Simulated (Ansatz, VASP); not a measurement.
## One calculation of SiPb3S, two programs

```
CELL_PARAMETERS angstrom
5.34646 0.00000 0.00000
0.00000 5.34646 0.00000
0.00000 0.00000 5.34646
ATOMIC_POSITIONS crystal
Si 0.00000 0.00000 0.00000
S 0.50000 0.50000 0.50000
Pb 0.50000 0.50000 0.00000
Pb 0.50000 0.00000 0.50000
Pb 0.00000 0.50000 0.50000
```

The cell comes from a database or a generator and needn't be the stable form of this composition.

Alike in both runs: task single point; functional LDA; k mesh 4 × 4 × 4; occupations gaussian, width 0.05 eV; no spin polarisation.

|  | VASP | Ansatz |
| --- | --- | --- |
| version | VASP 6.6.1 | Ansatz 0.2.0 |
| potentials or method | VASP PAW LDA potentials, release 64 (Si, S, Pb_d) | scalar-relativistic, plane waves, PAW |
| plane-wave cutoff (eV) | 520 | 420 |
| valence electrons in the cell | 52 | 52 |

|  | VASP | Ansatz | Ansatz less VASP |
| --- | --- | --- | --- |
| gap on the k mesh at the Fermi level (eV) | none | none | - |
| pressure (GPa) | 0.3 | 0.3 | 0.00 |

A gap of «none» marks a metal or a gap that the smearing closes.

Spin-orbit coupling is left out, which matters for the levels of Pb.
